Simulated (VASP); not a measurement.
# Al15CuN16 (a cell with a defect) in VASP: notebook

Runs on Al15CuN16 (a cell with a defect). Level: PBEsol+U. Tasks: single point, relaxation of the atoms.

Program: VASP 6.6.1. These are calculated values, not measurements. Logs are shortened: lines on timing, memory, paths and dates and some standing lists are left out, and cuts for length are marked.

**1. The crystal as given**

The cell holds a defect, 32 atoms: a = 6.220 Å, b = 6.220 Å, c = 9.960 Å, α = 90.00°, β = 90.00°, γ = 120.00°.

**2. Single point, PBEsol+U, collinear spin, ferromagnetic start**

INCAR reads:

```
PREC = Accurate ; ENCUT = 450
EDIFF = 1E-5 ; ISMEAR = 0
SIGMA = 0.03 ; LREAL = Auto
LASPH = T ; NELM = 120
ALGO = Normal ; ISIF = 2
LWAVE = F ; LCHARG = F
ISPIN = 2 ; MAGMOM = 2 0 0 0 0 0 0 0 0 0 0 0 0 0 0 0 0 0 0 0 0 0 0 0 0 0 0 0 0 0 0 0
LORBIT = 11 ; NUPDOWN = 2
LMAXMIX = 4 ; LDAU = T
LDAUTYPE = 2 ; LDAUL = 2 -1 -1
LDAUU = 5 0 0 ; LDAUJ = 0 0 0
LDAUPRINT = 1 ; GGA = PS
KPAR = 4
```

KPOINTS reads:

```
Automatic mesh
0
Gamma
  3 3 2
```

POSCAR reads:

```
Al15CuN16
1.0
    6.2200008610      0.0000000000      0.0000000000
   -3.1100004305      5.3866787572      0.0000000000
    0.0000000000      0.0000000000      9.9600000000
Cu Al N
1 15 16
Direct
    0.3333333333      0.1666666667      0.0000000000
    0.3333333333      0.1666666667      0.5000000000
    0.3333333333      0.6666666667      0.0000000000
    0.3333333333      0.6666666667      0.5000000000
    0.8333333333      0.1666666667      0.0000000000
    0.8333333333      0.1666666667      0.5000000000
    0.8333333333      0.6666666667      0.0000000000
    0.8333333333      0.6666666667      0.5000000000
    0.1666666667      0.3333333333      0.2500000000
    0.1666666667      0.3333333333      0.7500000000
    0.1666666667      0.8333333333      0.2500000000
    0.1666666667      0.8333333333      0.7500000000
    0.6666666667      0.3333333333      0.2500000000
    0.6666666667      0.3333333333      0.7500000000
    0.6666666667      0.8333333333      0.2500000000
    0.6666666667      0.8333333333      0.7500000000
    0.3333333333      0.1666666667      0.1910000000
    0.3333333333      0.1666666667      0.6910000000
    0.3333333333      0.6666666667      0.1910000000
    0.3333333333      0.6666666667      0.6910000000
    0.8333333333      0.1666666667      0.1910000000
    0.8333333333      0.1666666667      0.6910000000
    0.8333333333      0.6666666667      0.1910000000
    0.8333333333      0.6666666667      0.6910000000
    0.1666666667      0.3333333333      0.4410000000
    0.1666666667      0.3333333333      0.9410000000
    0.1666666667      0.8333333333      0.4410000000
    0.1666666667      0.8333333333      0.9410000000
    0.6666666667      0.3333333333      0.4410000000
    0.6666666667      0.3333333333      0.9410000000
    0.6666666667      0.8333333333      0.4410000000
    0.6666666667      0.8333333333      0.9410000000
```

Potentials or basis: VASP PAW PBE potentials, release 64 (Cu, Al, N).

On the command line:

```sh
$ cat potpaw_PBE.64/Cu/POTCAR potpaw_PBE.64/Al/POTCAR potpaw_PBE.64/N/POTCAR > POTCAR
$ mpirun -np 8 vasp_std > vasp.out
```

OUTCAR:

```text
PREC = Accurate
   ENCUT = 450
   EDIFF = 1E-5
   ISMEAR = 0
   LREAL = Auto
   LASPH = T
   NELM = 120
   ISIF = 2
   ISPIN = 2
   LORBIT = 11
   NUPDOWN = 2
   GGA = PS

 ion  position               nearest neighbor table
   1  0.333  0.167  0.000-  26 1.89  30 1.89  28 1.89  17 1.90   9 3.07  10 3.07  13 3.07  14 3.07
                            11 3.07  12 3.07
   2  0.333  0.167  0.500-  25 1.89  29 1.89  27 1.89  18 1.90   9 3.07  10 3.07  13 3.07  14 3.07
                            11 3.07  12 3.07   6 3.11   6 3.11   8 3.11   4 3.11   4 3.11   8 3.11
   3  0.333  0.667  0.000-  28 1.89  32 1.89  26 1.89  19 1.90  11 3.07  12 3.07  15 3.07  16 3.07
                             9 3.07  10 3.07   7 3.11   7 3.11   5 3.11   5 3.11
   4  0.333  0.667  0.500-  27 1.89  31 1.89  25 1.89  20 1.90  11 3.07  12 3.07  15 3.07  16 3.07
                             9 3.07  10 3.07   8 3.11   8 3.11   2 3.11   2 3.11   6 3.11   6 3.11
   5  0.833  0.167  0.000-  30 1.89  26 1.89  32 1.89  21 1.90  13 3.07  14 3.07   9 3.07  10 3.07
                            15 3.07  16 3.07   3 3.11   7 3.11   7 3.11   3 3.11
   6  0.833  0.167  0.500-  29 1.89  25 1.89  31 1.89  22 1.90  13 3.07  14 3.07   9 3.07  10 3.07
                            15 3.07  16 3.07   2 3.11   2 3.11   8 3.11   8 3.11   4 3.11   4 3.11
   7  0.833  0.667  0.000-  32 1.89  28 1.89  30 1.89  23 1.90  15 3.07  16 3.07  11 3.07  12 3.07
                            13 3.07  14 3.07   3 3.11   3 3.11   5 3.11   5 3.11
   8  0.833  0.667  0.500-  31 1.89  27 1.89  29 1.89  24 1.90  15 3.07  16 3.07  11 3.07  12 3.07
                            13 3.07  14 3.07   4 3.11   4 3.11   6 3.11   6 3.11   2 3.11   2 3.11
   9  0.167  0.333  0.250-  17 1.89  21 1.89  19 1.89  25 1.90   1 3.07   2 3.07   5 3.07   6 3.07
[... 17 lines left out ...]
  19  0.333  0.667  0.191-  11 1.89  15 1.89   9 1.89   3 1.90
  20  0.333  0.667  0.691-  12 1.89  16 1.89  10 1.89   4 1.90
  21  0.833  0.167  0.191-  13 1.89   9 1.89  15 1.89   5 1.90
  22  0.833  0.167  0.691-  14 1.89  10 1.89  16 1.89   6 1.90
[... 8 lines left out ...]
  31  0.667  0.833  0.441-   8 1.89   4 1.89   6 1.89  15 1.90
  32  0.667  0.833  0.941-   7 1.89   3 1.89   5 1.89  16 1.90

  LATTYP: Found a hexagonal cell.
 ALAT       =     6.2200008610
 C/A-ratio  =     1.6012859520

  Lattice vectors:

 A1 = (   6.2200008610,   0.0000000000,   0.0000000000)
 A2 = (  -3.1100004305,   5.3866787572,   0.0000000000)
 A3 = (   0.0000000000,   0.0000000000,   9.9600000000)

Analysis of symmetry for initial positions (statically):
=====================================================================
 Subroutine PRICEL returns:
 Original cell was already a primitive cell.

 Routine SETGRP: Setting up the symmetry group for a
 hexagonal supercell.

 Subroutine GETGRP returns: Found  6 space group operations
 (whereof  2 operations were pure point group operations)
 out of a pool of 24 trial point group operations.

The static configuration has the point symmetry C_1h.
 The point group associated with its full space group is C_3v.

Analysis of symmetry for dynamics (positions and initial velocities):
=====================================================================
 Subroutine PRICEL returns:
 Original cell was already a primitive cell.

 Routine SETGRP: Setting up the symmetry group for a
 hexagonal supercell.

 Subroutine GETGRP returns: Found  6 space group operations
 (whereof  2 operations were pure point group operations)
 out of a pool of 24 trial point group operations.

The dynamic configuration has the point symmetry C_1h.
 The point group associated with its full space group is C_3v.

Analysis of structural, dynamic, and magnetic symmetry:
=====================================================================
 Subroutine PRICEL returns:
 Original cell was already a primitive cell.

 Routine SETGRP: Setting up the symmetry group for a
 hexagonal supercell.

 Subroutine GETGRP returns: Found  6 space group operations
 (whereof  2 operations were pure point group operations)
 out of a pool of 24 trial point group operations.

The overall configuration has the point symmetry C_1h.
[... 179 lines left out ...]
  volume of cell :      333.71
 maximum number of plane-waves:      7283
 NGX is ok and might be reduce to    48
   NGX = 21   NGY = 21   NGZ = 35

atom =   1  type =  1  l = 2

 onsite density matrix

spin component  1

  0.9855 -0.0000  0.0000 -0.0051  0.0000
 -0.0000  0.9803 -0.0000 -0.0000 -0.0051
  0.0000 -0.0000  0.9950  0.0000  0.0000
 -0.0051 -0.0000  0.0000  0.9803 -0.0000
  0.0000 -0.0051  0.0000 -0.0000  0.9855

spin component  2

  0.8898  0.0000  0.0000  0.0522 -0.0000
  0.0000  0.9436  0.0000  0.0000  0.0522
  0.0000  0.0000  0.6119  0.0000  0.0000
  0.0522  0.0000  0.0000  0.9436  0.0000
 -0.0000  0.0522  0.0000  0.0000  0.8898

 occupancies and eigenvectors

  o =  0.6119  v =  0.0000  0.0000  0.0000  0.0000  0.0000 -0.0000  0.0000  1.0000 -0.0000 -0.0000      0.0000  0.0000  0.0000  0.0000  0.0000  0.0000  0.0000  0.0000  0.0000  0.0000
  o =  0.8580  v =  0.0000  0.0000  0.0000  0.0000  0.0000 -0.8539  0.0000 -0.0000  0.5204 -0.0000      0.0000  0.0000  0.0000  0.0000  0.0000  0.0000  0.0000  0.0000  0.0000  0.0000
  o =  0.8580  v =  0.0000  0.0000  0.0000  0.0000  0.0000 -0.0000 -0.5204  0.0000  0.0000  0.8539      0.0000  0.0000  0.0000  0.0000  0.0000  0.0000  0.0000  0.0000  0.0000  0.0000
  o =  0.9755  v =  0.0000  0.0000  0.0000  0.0000  0.0000 -0.5204 -0.0000 -0.0000 -0.8539 -0.0000      0.0000  0.0000  0.0000  0.0000  0.0000  0.0000  0.0000  0.0000  0.0000  0.0000
  o =  0.9755  v =  0.0000  0.0000  0.0000  0.0000  0.0000  0.0000 -0.8539 -0.0000  0.0000 -0.5204      0.0000  0.0000  0.0000  0.0000  0.0000  0.0000  0.0000  0.0000  0.0000  0.0000
  o =  0.9772  v = -0.5226  0.0000 -0.0000 -0.8526  0.0000  0.0000  0.0000  0.0000  0.0000  0.0000      0.0000  0.0000  0.0000  0.0000  0.0000  0.0000  0.0000  0.0000  0.0000  0.0000
  o =  0.9772  v = -0.0000 -0.8526  0.0000 -0.0000 -0.5226  0.0000  0.0000  0.0000  0.0000  0.0000      0.0000  0.0000  0.0000  0.0000  0.0000  0.0000  0.0000  0.0000  0.0000  0.0000
  o =  0.9886  v =  0.8526  0.0000  0.0000 -0.5226 -0.0000  0.0000  0.0000  0.0000  0.0000  0.0000      0.0000  0.0000  0.0000  0.0000  0.0000  0.0000  0.0000  0.0000  0.0000  0.0000
  o =  0.9886  v =  0.0000 -0.5226 -0.0000 -0.0000  0.8526  0.0000  0.0000  0.0000  0.0000  0.0000      0.0000  0.0000  0.0000  0.0000  0.0000  0.0000  0.0000  0.0000  0.0000  0.0000
  o =  0.9950  v =  0.0000  0.0000 -1.0000 -0.0000 -0.0000  0.0000  0.0000  0.0000  0.0000  0.0000      0.0000  0.0000  0.0000  0.0000  0.0000  0.0000  0.0000  0.0000  0.0000  0.0000

 number of electron     135.9999988 magnetization       2.0000003

 Free energy of the ion-electron system (eV)
  ---------------------------------------------------
  ext. energy  EPLUGINS =         0.00000000
  ---------------------------------------------------
  free energy    TOTEN  =      -242.87380270 eV

  energy without entropy =     -242.87214693  energy(sigma->0) =     -242.87297481

 E-fermi :   6.5625     XC(G=0): -11.1686

 val. band max:        6.5518034598   @ k =   0.3333   0.3333   0.0000
 cond. band min:       6.5732145443   @ k =   0.3333   0.3333   0.5000
 fundamental gap:      0.0214110845
 Fermi energy:         6.6166215981

 spin component 1

 k-point     1 :       0.0000    0.0000    0.0000
  band No.  band energies     occupation
      1      -9.2392      1.00000
      2      -8.3781      1.00000
      3      -8.3237      1.00000
      4      -7.3080      1.00000
      5      -7.3080      1.00000
      6      -7.2831      1.00000
[... 487 lines left out ...]
     79      13.0770      0.00000
     80      13.0841      0.00000
 Fermi energy:         6.5625090020

 spin component 2

 k-point     1 :       0.0000    0.0000    0.0000
  band No.  band energies     occupation
      1      -9.1743      1.00000
      2      -8.2981      1.00000
      3      -8.2187      1.00000
      4      -7.2161      1.00000
      5      -7.2161      1.00000
      6      -7.1678      1.00000
[... 487 lines left out ...]
     79      13.1074      0.00000
     80      13.1146      0.00000
 [bands above 80 left out]

------------------------ aborting loop because EDIFF is reached ----------------------------------------

  FORCE on cell =-STRESS in cart. coord.  units (eV):
  Direction    XX          YY          ZZ          XY          YZ          ZX
  --------------------------------------------------------------------------------------
  -------------------------------------------------------------------------------------
  Total        1.5690233      1.5690233     -0.2873026     -0.0000000     -0.0000000      0.0000000
  in kB        7.5330198      7.5330198     -1.3793653     -0.0000000     -0.0000000      0.0000000
  external PRESSURE =       4.5622248 kB  Pullay stress =       0.0000000 kB

 VOLUME and BASIS-vectors are now :
 -----------------------------------------------------------------------------
  energy-cutoff  :      450.00
  volume of cell :      333.71
      direct lattice vectors                 reciprocal lattice vectors
     6.220000861  0.000000000  0.000000000     0.160771682  0.092821574  0.000000000
    -3.110000430  5.386678757  0.000000000     0.000000000  0.185643148  0.000000000
     0.000000000  0.000000000  9.960000000     0.000000000  0.000000000  0.100401606

 POSITION                                       TOTAL-FORCE (eV/Angst)
 -----------------------------------------------------------------------------------
      1.55500      0.89778      0.00000         0.000000     -0.000000      0.191086
      1.55500      0.89778      4.98000         0.000000     -0.000000      0.133109
     -0.00000      3.59112      0.00000         0.206993      0.119507      0.165354
     -0.00000      3.59112      4.98000         0.047035      0.027156     -0.014615
      4.66500      0.89778      0.00000        -0.000000     -0.239014      0.165354
      4.66500      0.89778      4.98000        -0.000000     -0.054311     -0.014615
[... 24 lines left out ...]
      1.55500      4.48890      4.39236         0.000000     -0.000000      0.052432
      1.55500      4.48890      9.37236         0.000000     -0.000000     -0.090118
 -----------------------------------------------------------------------------------
    total drift:                               -0.000002      0.000002      0.027579

  FREE ENERGIE OF THE ION-ELECTRON SYSTEM (eV)
  ---------------------------------------------------
  free  energy   TOTEN  =      -242.8738026955 eV

  energy  without entropy=     -242.8721469275  energy(sigma->0) =     -242.87297481

 total charge

# of ion       s       p       d       tot
------------------------------------------
    1        0.484   0.587   9.180  10.251
    2        0.369   0.444   0.000   0.813
    3        0.371   0.442   0.000   0.813
    4        0.369   0.443   0.000   0.812
    5        0.371   0.442   0.000   0.813
    6        0.369   0.443   0.000   0.812
[... 24 lines left out ...]
   31        1.223   2.614   0.000   3.837
   32        1.223   2.614   0.000   3.836
--------------------------------------------------
tot         25.657  48.756   9.180  83.593

 magnetization (x)

# of ion       s       p       d       tot
------------------------------------------
    1       -0.005   0.084   0.648   0.727
    2        0.000  -0.000   0.000  -0.000
    3       -0.001   0.001   0.000  -0.000
    4        0.000   0.001   0.000   0.001
    5       -0.001   0.001   0.000  -0.000
    6        0.000   0.001   0.000   0.001
[... 24 lines left out ...]
   31        0.000   0.003   0.000   0.004
   32       -0.000   0.002   0.000   0.002
--------------------------------------------------
tot          0.027   0.947   0.648   1.623
```

Wall time 75 s (8 MPI ranks of AMD EPYC 9R45 (Zen 5), shared host); peak memory 0.42 GiB.

Results:

| Item | Value |
| --- | --- |
| Free energy | -242.8738 eV |
| Largest force | 1.270 eV/Å |
| Net moment | 2.00 μB per cell |
| Site moments | Cu +0.73; Al -0.00, +0.00; N +0.20, +0.01, +0.00 μB |
| Valence electrons inside the program's atomic spheres | Cu 10.25; Al 0.81; N 3.78, 3.84 |

Forces on the atoms (eV/Å):
```
Cu   0.000  0.000  0.191
Al   0.000  0.000  0.133
Al   0.207  0.120  0.165
Al   0.047  0.027 -0.015
Al   0.000 -0.239  0.165
Al   0.000 -0.054 -0.015
Al  -0.207  0.120  0.165
Al  -0.047  0.027 -0.015
Al  -0.167  0.096 -0.268
Al   0.153 -0.089  0.071
Al   0.000 -0.193 -0.268
Al   0.000  0.177  0.071
Al   0.167  0.096 -0.268
Al  -0.153 -0.089  0.071
Al   0.000  0.000 -0.112
Al   0.000  0.000  0.144
N    0.000  0.000  0.783
N    0.000  0.000 -0.199
N   -0.019 -0.011  0.088
N   -0.003 -0.002 -0.073
N    0.000  0.022  0.088
N    0.000  0.004 -0.073
N    0.019 -0.011  0.088
N    0.003 -0.002 -0.073
N    0.049 -0.028 -0.019
N   -1.079  0.623 -0.250
N    0.000  0.056 -0.019
N    0.000 -1.245 -0.250
N   -0.049 -0.028 -0.019
N    1.079  0.623 -0.250
N    0.000  0.000  0.052
N    0.000  0.000 -0.090
```

Eigenvalues of the final occupation matrices:
```tsv
site	spin	trace	eigenvalues
site 1 d	1	4.93	0.98 0.98 0.99 0.99 0.99
site 1 d	2	4.28	0.61 0.86 0.86 0.98 0.98
```

Caveat: the k mesh is coarse (spacing up to 0.39 Å⁻¹), so the values aren't converged; the cutoff is under 1.25 times the usual one of these potentials, so pressure, stress and relaxed cells hold a basis-set (Pulay) error; the PAW data sets were made with another functional, which shifts forces and pressure a little; the total moment is fixed, so each spin has its own Fermi level.

[end of part 1 of 2]
